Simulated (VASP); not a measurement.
NaSnI3 (strained cubic perovskite): a PBE single-point calculation in VASP

INCAR

```
ISIF = 2
PREC = Accurate
LASPH = .TRUE.
NSW = 0
LREAL = .FALSE.
ENCUT = 520
GGA = PE
IBRION = -1
LCHARG = .FALSE.
NBANDS = 29
ISMEAR = -1
SIGMA = 0.02
EDIFF = 1E-7
NELM = 120
LWAVE = .FALSE.
```

KPOINTS

```
KPOINTS created by Atomic Simulation Environment
0
Gamma
4 4 4
0 0 0
```

KPOINTS_OPT

```
special points
5
Reciprocal
0.0000000000 0.0000000000 0.0000000000 1
0.0000000000 0.5000000000 0.0000000000 1
0.5000000000 0.5000000000 0.0000000000 1
0.5000000000 0.5000000000 0.5000000000 1
0.4925940000 -0.5000000000 -0.5000000000 1
```

POSCAR

```
Na Sn I
 1.0000000000000000
     5.9534775636999999    0.0000000000000000    0.0000000000000000
     0.0000000000000000    6.2015391289000004    0.0000000000000000
     0.0000000000000000    0.0000000000000000    6.2015391289000004
 Na  Sn  I
   1   1   3
Cartesian
  0.0000000000000000  0.0000000000000000  0.0000000000000000
  2.9767387818499995  3.1007695644500002  3.1007695644500002
  2.9767387818499995  3.1007695644500002  0.0000000000000000
  2.9767387818499995  0.0000000000000000  3.1007695644500002
  0.0000000000000000  3.1007695644500002  3.1007695644500002
```

VASP ran with the recommended PBE PAW datasets (42 valence electrons in the cell).

Command

```
mpirun -np 1 vasp_std
```

OSZICAR

```
N       E                     dE             d eps       ncg     rms          rms(c)
DAV:   1     0.341773530257E+03    0.34177E+03   -0.18142E+04  1116   0.133E+03
DAV:   2     0.276267851624E+02   -0.31415E+03   -0.30359E+03  1174   0.307E+02
DAV:   3    -0.114325692098E+02   -0.39059E+02   -0.38508E+02  1261   0.121E+02
DAV:   4    -0.131645916298E+02   -0.17320E+01   -0.17273E+01  1276   0.271E+01
DAV:   5    -0.132319236780E+02   -0.67332E-01   -0.67326E-01  1555   0.527E+00    0.477E+00
DAV:   6    -0.128784309054E+02    0.35349E+00   -0.38695E-01  1316   0.329E+00    0.313E+00
DAV:   7    -0.127783111082E+02    0.10012E+00   -0.31095E-01  1237   0.223E+00    0.107E+00
DAV:   8    -0.127662977303E+02    0.12013E-01   -0.41539E-02  1154   0.140E+00    0.370E-01
DAV:   9    -0.127654292523E+02    0.86848E-03   -0.60436E-03  1239   0.602E-01    0.119E-01
DAV:  10    -0.127654376806E+02   -0.84284E-05   -0.80067E-04  1277   0.178E-01    0.619E-02
DAV:  11    -0.127654972101E+02   -0.59529E-04   -0.52712E-04  1144   0.148E-01    0.444E-02
DAV:  12    -0.127654958206E+02    0.13895E-05   -0.31217E-05  1314   0.294E-02    0.293E-02
DAV:  13    -0.127654952145E+02    0.60610E-06   -0.24205E-06  1339   0.942E-03    0.143E-02
DAV:  14    -0.127654944403E+02    0.77423E-06   -0.59138E-06  1372   0.206E-02    0.390E-03
DAV:  15    -0.127654947315E+02   -0.29118E-06   -0.46177E-07  1075   0.444E-03    0.336E-03
DAV:  16    -0.127654948497E+02   -0.11820E-06   -0.16811E-08   717   0.980E-04    0.220E-03
DAV:  17    -0.127654949706E+02   -0.12095E-06   -0.44936E-08   857   0.178E-03    0.227E-04
DAV:  18    -0.127654949574E+02    0.13212E-07   -0.54043E-09   672   0.641E-04
   1 F= -.12765495E+02 E0= -.12764915E+02  d E =-.115946E-02
       N       E                     dE             ncg
DAV:   1     0.137872270373E+04   -0.41115E+04      322
DAV:   2    -0.172635095876E+03   -0.15514E+04      343
DAV:   3    -0.351831866819E+03   -0.17920E+03      338
DAV:   4    -0.360107280488E+03   -0.82754E+01      341
DAV:   5    -0.360414533289E+03   -0.30725E+00      420
DAV:   6    -0.360419026732E+03   -0.44934E-02      390
DAV:   7    -0.360419127228E+03   -0.10050E-03      436
DAV:   8    -0.360419128686E+03   -0.14581E-05      395
DAV:   9    -0.360419128707E+03   -0.21215E-07      276
```

From OUTCAR

```
k-points           NKPTS =     18   k-points in BZ     NKDIM =     18   number of bands    NBANDS=     29

   NELECT =      42.0000    total number of electrons

   dimension x,y,z NGX =    48 NGY =   48 NGZ =   48
   dimension x,y,z NGXF=    96 NGYF=   96 NGZF=   96

  energy-cutoff  :      520.00
  volume of cell :      228.97
      direct lattice vectors                 reciprocal lattice vectors
     5.953477564  0.000000000  0.000000000     0.167969055  0.000000000  0.000000000
     0.000000000  6.201539129  0.000000000     0.000000000  0.161250293  0.000000000
     0.000000000  0.000000000  6.201539129     0.000000000  0.000000000  0.161250293

 k-points in reciprocal lattice and weights: KPOINTS created by Atomic Simulation Env
   0.00000000  0.00000000  0.00000000       0.016
   0.25000000  0.00000000  0.00000000       0.031
   0.50000000  0.00000000  0.00000000       0.016
   0.00000000  0.25000000  0.00000000       0.062
   0.25000000  0.25000000  0.00000000       0.125
   0.50000000  0.25000000  0.00000000       0.062
   0.00000000  0.50000000  0.00000000       0.031
   0.25000000  0.50000000  0.00000000       0.062
   ...

 E-fermi :   3.0037

 k-point     1 :       0.0000    0.0000    0.0000
  band No.  band energies     occupation
      1     -23.6586      2.00000
      2     -23.6586      2.00000
      3     -23.6576      2.00000
      4     -19.3396      2.00000
      5     -19.3290      2.00000
      6     -19.3086      2.00000
      7     -19.3064      2.00000
      8     -19.3064      2.00000
      9     -10.7250      2.00000
     10      -9.9004      2.00000
     11      -9.8740      2.00000
     12      -3.3937      2.00000
     13      -2.3463      2.00000
     14      -2.1188      2.00000
     15      -2.1188      2.00000
     16       0.3402      2.00000
     17       0.3402      2.00000
     18       0.3803      2.00000
     19       0.4174      2.00000
     20       0.4644      2.00000
     21       0.4644      2.00000
     22       3.4425      0.00000
     23       6.6405      0.00000
     24       6.7502      0.00000
     25       6.7502      0.00000
     26       6.7972      0.00000
     27       6.8360      0.00000
     28       7.3978      0.00000
     29       7.3978      0.00000

 k-point     2 :       0.2500    0.0000    0.0000
  band No.  band energies     occupation
      1     -23.6586      2.00000
      2     -23.6586      2.00000
      3     -23.6576      2.00000
      4     -19.3380      2.00000
      5     -19.3290      2.00000
      6     -19.3086      2.00000
      7     -19.3066      2.00000
      8     -19.3066      2.00000
      9     -10.6170      2.00000
     10     -10.0237      2.00000
     11      -9.8716      2.00000
     12      -4.2277      2.00000
     13      -2.0219      2.00000
     14      -2.0219      2.00000
     15      -1.0021      2.00000
     16       0.1878      2.00000
     17       0.1878      2.00000
     18       0.2866      2.00000
     19       0.4030      2.00000
     20       0.4030      2.00000
     21       0.4491      2.00000
     22       3.9726      0.00000
     23       6.0696      0.00000
     24       6.5356      0.00000
     25       6.7655      0.00000
     26       6.7655      0.00000
     27       6.8107      0.00000
     28       7.4838      0.00000
     29       7.5572      0.00000

 k-point     3 :       0.5000    0.0000    0.0000
  band No.  band energies     occupation
      1     -23.6586      2.00000
      2     -23.6586      2.00000
      3     -23.6576      2.00000
      4     -19.3365      2.00000
      5     -19.3290      2.00000
      6     -19.3086      2.00000
      7     -19.3068      2.00000
      8     -19.3068      2.00000
      9     -10.3974      2.00000
     10     -10.2597      2.00000
     11      -9.8692      2.00000
     12      -4.6327      2.00000
     13      -1.9076      2.00000
     14      -1.9076      2.00000
     15      -0.4489      2.00000
     16      -0.0370      2.00000
     17      -0.0370      2.00000
     18       0.1987      2.00000
     19       0.4067      2.00000
     20       0.4067      2.00000
     21       1.4901      2.00000
     22       3.8174      0.00000
     23       5.0285      0.00000
     24       5.5180      0.00000
     25       7.0028      0.00000
     26       7.0028      0.00000
     27       7.0574      0.00000
     28       7.0663      0.00000
     29       7.0663      0.00000

 k-point     4 :       0.0000    0.2500    0.0000
  band No.  band energies     occupation
      1     -23.6586      2.00000
      2     -23.6586      2.00000
      3     -23.6576      2.00000
      4     -19.3394      2.00000
      5     -19.3283      2.00000
      6     -19.3087      2.00000
      7     -19.3065      2.00000
      8     -19.3064      2.00000
      9     -10.6466      2.00000
     10      -9.9786      2.00000
     11      -9.8897      2.00000
     12      -3.9707      2.00000
     13      -2.2880      2.00000
     14      -2.0510      2.00000
     15      -1.1224      2.00000
     16       0.1963      2.00000
     17       0.2355      2.00000
     18       0.2705      2.00000
     19       0.4089      2.00000
     20       0.4458      2.00000
     21       0.4966      2.00000
     22       3.9362      0.00000
     23       5.5782      0.00000
     24       6.4731      0.00000
     25       6.7701      0.00000
     26       6.8883      0.00000
     27       7.0302      0.00000
     28       7.3695      0.00000
     29       7.5386      0.00000

 k-point     5 :       0.2500    0.2500    0.0000
  band No.  band energies     occupation
      1     -23.6586      2.00000
      2     -23.6586      2.00000
      3     -23.6576      2.00000
      4     -19.3379      2.00000
      5     -19.3283      2.00000
      6     -19.3087      2.00000
      7     -19.3067      2.00000
      8     -19.3066      2.00000
      9     -10.5446      2.00000
     10     -10.0384      2.00000
     11      -9.9326      2.00000
     12      -4.6365      2.00000
     13      -1.9516      2.00000
     14      -1.3701      2.00000
     15      -0.8561      2.00000
     16      -0.1165      2.00000
     17       0.1770      2.00000
     18       0.2551      2.00000
     19       0.2964      2.00000
     20       0.5715      2.00000
     21       0.6584      2.00000
     22       4.3044      0.00000
     23       5.3947      0.00000
     24       5.9920      0.00000
     25       6.5444      0.00000
     26       6.6400      0.00000
     27       6.8351      0.00000
     28       7.1664      0.00000
     29       7.5191      0.00000

 k-point     6 :       0.5000    0.2500    0.0000
  band No.  band energies     occupation
      1     -23.6586      2.00000
      2     -23.6586      2.00000
      3     -23.6576      2.00000
      4     -19.3363      2.00000
      5     -19.3283      2.00000
      6     -19.3087      2.00000
      7     -19.3068      2.00000
      8     -19.3068      2.00000
      9     -10.3192      2.00000
     10     -10.2571      2.00000
     11      -9.9411      2.00000
     12      -5.0247      2.00000
     13      -1.8338      2.00000
     14      -1.0397      2.00000
     15      -0.7337      2.00000
     16      -0.1206      2.00000
     17      -0.0252      2.00000
     18       0.2382      2.00000
     19       0.3026      2.00000
     20       0.6871      2.00000
     21       1.6437      2.00000
     22       3.7907      0.00000
     23       4.8426      0.00000
     24       5.3283      0.00000
     25       6.0430      0.00000
     26       6.6373      0.00000
     27       6.7173      0.00000
     28       6.8763      0.00000
     29       7.9194      0.00000

 k-point     7 :       0.0000    0.5000    0.0000
  band No.  band energies     occupation
      1     -23.6586      2.00000
      2     -23.6586      2.00000
      3     -23.6576      2.00000
      4     -19.3392      2.00000
      5     -19.3277      2.00000
      6     -19.3087      2.00000
      7     -19.3066      2.00000
      8     -19.3064      2.00000
      9     -10.5352      2.00000
     10     -10.1064      2.00000
     11      -9.8892      2.00000
     12      -4.2881      2.00000
     13      -2.2242      2.00000
     14      -1.9749      2.00000
     15      -0.5604      2.00000
     16       0.0309      2.00000
     17       0.0766      2.00000
     18       0.2083      2.00000
     19       0.4160      2.00000
     20       0.4473      2.00000
     21       1.1313      2.00000
     22       3.6970      0.00000
     23       4.9167      0.00000
     24       5.5955      0.00000
     25       7.0754      0.00000
     26       7.0953      0.00000
     27       7.1028      0.00000
     28       7.2203      0.00000
     29       7.8616      0.00000

 ...

  Total        3.2083116      0.6653324      0.6653324      0.0000000      0.0000000      0.0000000
  in kB       22.4500562      4.6556416      4.6556416      0.0000000      0.0000000      0.0000000
  external PRESSURE =      10.5871131 kB  Pullay stress =       0.0000000 kB

 POSITION                                       TOTAL-FORCE (eV/Angst)
 -----------------------------------------------------------------------------------
      0.00000      0.00000      0.00000         0.000000      0.000000      0.000000
      2.97674      3.10077      3.10077         0.000000      0.000000      0.000000
      2.97674      3.10077      0.00000         0.000000      0.000000      0.000000
      2.97674      0.00000      3.10077         0.000000      0.000000      0.000000
      0.00000      3.10077      3.10077         0.000000      0.000000      0.000000
 -----------------------------------------------------------------------------------
    total drift:                                0.000000     -0.000000     -0.000000

  FREE ENERGIE OF THE ION-ELECTRON SYSTEM (eV)
  ---------------------------------------------------
  free  energy   TOTEN  =       -12.7654949574 eV

  energy  without entropy=      -12.7643354965  energy(sigma->0) =      -12.76491523
```

The gap between bands v and c is 0.00 eV. The least direct gap is 0.00 eV and the pressure is 1.1 GPa.

Band v is the last that the valence electrons fill when counted band by band, and c is the next.

The run took about 2.3 min on one core of a shared host (Intel Xeon Platinum 8488C) and held 0.41 GiB at most.
